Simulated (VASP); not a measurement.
EuGeTe, 6 atoms in the cell. It takes space group P4/nmm (No. 129, tetragonal). Conventional cell: a = 4.138 Å, b = 4.138 Å, c = 9.089 Å, α = 90.00°, β = 90.00°, γ = 90.00°. Around Eu (site symmetry 4mm) lie 4 Ge at 3.01 Å and 5 Te at 3.19 to 3.44 Å. Te (site symmetry 4mm) has 5 Eu at 3.19 to 3.44 Å and 4 Te at 3.65 Å as nearest neighbours. Ge (site symmetry -4m2) is surrounded by 4 Ge at 2.93 Å and 4 Eu at 3.01 Å. The cell was built by a generator and needn't be a form met in nature.

| Property | Result |
| --- | --- |
| Program | VASP 6.6.1 |
| Task | single point |
| Functional | PBE |
| Potentials or basis | VASP PAW PBE potentials, release 64 (Eu, Te, Ge_d) |
| Cutoff | 520 eV |
| k mesh | 4 × 4 × 2, shifted |
| Occupations | fermi-dirac, width 0.0614 eV |
| Spin | collinear spin, twin_end start |
| Starting moments | [7.18, 7.18, -0.1, -0.1, 0.03, 0.03] μB |
| Dipole correction | no |
| Further INCAR settings | ALGO = Normal; EDIFF = 1e-07; NBANDS = 50 |

Potentials or basis: VASP PAW PBE potentials, release 64 (Eu, Te, Ge_d).

Run with:

```sh
$ cat potpaw_PBE.64/Eu/POTCAR potpaw_PBE.64/Te/POTCAR potpaw_PBE.64/Ge_d/POTCAR > POTCAR
$ mpirun -np 1 vasp_std > vasp.out
```

Hardware: 1 thread of Intel(R) Xeon(R) Platinum 8488C (Sapphire Rapids) (shared host).

Task: How long does it take, and how much memory?

Result: It took 6.7 min on 1 thread of Intel(R) Xeon(R) Platinum 8488C (Sapphire Rapids), with other jobs on the host, peak memory 0.34 GiB. Counts: scf iterations 62, k points 3.
